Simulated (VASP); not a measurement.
Here is the system:

```yaml
crystal:
  lattice:
    - [0.00000, 2.86604, 2.86604]
    - [2.86604, 0.00000, 2.86604]
    - [2.86604, 2.86604, 0.00000]
  atoms:
    - { symbol: Al, position: [0.00000, 0.00000, 0.00000] }
    - { symbol: As, position: [0.75000, 0.75000, 0.75000] }
```

Computed with PBE GGA, VASP's PBE PAW potentials (set 64) (plane waves; VASP). Numerical set-up: 400 eV cut-off, 7×7×7 Γ-centred mesh, Gaussian smearing of 0.050 eV, potentials Al As.

**Question.** What does the run give for the energy per atom (σ→0)?

**Answer.** 
```yaml
energy per atom (σ→0): -4.692 eV/atom
```

Total energies compare only between runs with the same potentials, cut-off and functional.

The structure comes from a computed database's AlAs entry (F-43m); how it stands against other phases isn't given here. It was relaxed first. The start is the result of an earlier pass.
